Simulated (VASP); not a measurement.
Calculation: PBE GGA, VASP's PBE PAW potentials (set 64) (plane waves; VASP).

The input files of a VASP run:

INCAR:
```
ALGO = Normal
EDIFF = 1E-6
ENCUT = 520
GGA = PE
ISIF = 2
ISMEAR = 0
LASPH = .TRUE.
LCHARG = .FALSE.
LMAXMIX = 4
LREAL = .FALSE.
LWAVE = .FALSE.
NELM = 100
PREC = Accurate
SIGMA = 0.05
SYSTEM = ZrO2
```

### KPOINTS
```
Automatic mesh
0
Gamma
7 7 7
0 0 0
```

**POSCAR**
```
ZrO2
1
    0.0000000000     2.5959000000     2.5959000000
    2.5959000000     0.0000000000     2.5959000000
    2.5959000000     2.5959000000     0.0000000000
Zr O
1 2
Direct
  0.0000000000   0.0000000000   0.0000000000
  0.2500000000   0.2500000000   0.2500000000
  0.7500000000   0.7500000000   0.7500000000
```

POTCAR, in this order: Zr_sv O (PBE.64 set). Program: vasp_std.

### Question
What will the output report for the number of irreducible k-points (NKPTS), number of bands (NBANDS), largest plane-wave count, number of space-group operations, FFT grid (NGX, NGY, NGZ)?

### Answer

The number of irreducible k-points (NKPTS) is 20 and the number of bands (NBANDS) comes out as 16. The largest plane-wave count is 952. The number of space-group operations comes out as 48 and the FFT grid (NGX, NGY, NGZ) comes out as 28 × 28 × 28.

The compound is ZrO2 in the fluorite structure, the high-temperature cubic form, which is unstable at 0 K; the monoclinic form is the stable one. The cell was not relaxed at this level.
